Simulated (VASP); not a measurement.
Crystal: Fe3F.

```
Fe F
1.0
     0.00000    2.78696    2.78696
     2.78696    0.00000    2.78696
     2.78696    2.78696    0.00000
Fe F
3 1
Direct
  0.25000 0.25000 0.25000
  0.75000 0.75000 0.75000
  0.50000 0.50000 0.50000
  0.00000 0.00000 0.00000
```

The cell was built by a generator and needn't be a form met in nature.

The cell isn't the ideal one: species swapped into the NdCd3 type (Fm-3m, No. 225).

```yaml
Program: VASP 6.6.1
Task: relaxation of cell and atoms
Functional: PBE
Potentials_or_basis: VASP PAW PBE potentials, release 64 (Fe, F)
Cutoff: 600 eV
k_mesh: 6 × 6 × 6
Occupations: gaussian, width 0.1 eV
Spin: collinear spin, typed start
Starting_moments: "[4.0, 4.0, 4.0, 0.0] μB"
```

At the start: pressure 18.7 GPa; volume 10.82 Å³/atom.

Problem. How do energy, volume and symmetry change on relaxing?

Solution. Over 3 steps the energy falls by 68.8 meV/atom and the volume is 12.14 Å³/atom (+12.2 %); space group Fm-3m (No. 225, to 0.05 Å); moment 8.52 μB per cell.

Step by step:
```csv
step,energy change (eV),largest force (eV/Å),pressure (GPa),volume (Å³)
1,0.0000,0.0000,18.70,43.29
2,-0.2067,0.0000,-6.82,51.70
3,-0.2751,0.0000,0.27,48.56
```

Final structure:
```cif
data_structure
_symmetry_space_group_name_H-M 'P 1'
_symmetry_Int_Tables_number 1
_cell_length_a 4.0952
_cell_length_b 4.0952
_cell_length_c 4.0952
_cell_angle_alpha 60.000
_cell_angle_beta 60.000
_cell_angle_gamma 60.000
_cell_volume 48.56
loop_
_atom_site_label
_atom_site_type_symbol
_atom_site_fract_x
_atom_site_fract_y
_atom_site_fract_z
_atom_site_occupancy
Fe1 Fe 0.25000 0.25000 0.25000 1
Fe2 Fe 0.75000 0.75000 0.75000 1
Fe3 Fe 0.50000 0.50000 0.50000 1
F1 F 0.00000 0.00000 0.00000 1
```
